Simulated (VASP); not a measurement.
## Al$_{2}$In$_{2}$N$_{4}$ (ordered alloy cell): computed properties

The numbers are results of PBEsol GGA, VASP's PBE PAW potentials (set 64) (plane waves; VASP 6.6.1), not measurements.

```json
{
  "space_group": "P3m1 (156)",
  "cell": "a = 3.3156 Å, b = 3.3156 Å, c = 10.8502 Å, α = 90.00°, β = 90.00°, γ = 120.00°",
  "volume_per_atom": "12.91 Å^3/atom",
  "band gap (over mesh and band path)": "0.64 eV",
  "smallest direct gap (over mesh and band path)": "0.64 eV",
  "band_edge_character": "direct, Γ to Γ",
  "density": "5.46 g/cm³"
}
```

AlInN2 has the trigonal space group P3m1 (No. 156), Pearson symbol hP8. Lattice parameters: a = b = 3.3156 Å, c = 10.8502 Å, α = β = 90.00°, γ = 120.00°. In1 on 1a is coordinated by 4 N at 2.095–2.189 Å (tetrahedral). In2 on 1c is surrounded by 4 N at 2.090–2.145 Å (tetrahedral). N1 on 1a has 3 Al at 1.987 Å and 1 In at 2.189 Å (tetrahedral). N2 on 1c sees 4 In at 2.095–2.145 Å (tetrahedral). N3 on 1a is surrounded by 1 Al at 1.871 Å and 3 In at 2.090 Å (tetrahedral). N4 on 1c is coordinated by 1 Al at 1.883 Å and 3 Al at 1.989 Å (tetrahedral). Al1 on 1a is surrounded by 1 N at 1.871 Å and 3 N at 1.989 Å (tetrahedral). Al2 on 1c is surrounded by 1 N at 1.883 Å and 3 N at 1.987 Å (tetrahedral). (Neighbours: up to the widest gap in distance over summed covalent radii, below 1.35, at either atom; cation-cation and far metal-metal contacts left out.)

Unless said otherwise, spin-orbit coupling is left out, though it shifts the bands of the heavy elements here.

The structure was generated: Al2In2N4 was put into an ordered model structure (P3m1), which need not be its known phase. It was relaxed first. Symmetry was kept, so distortions that lower it aren't found.
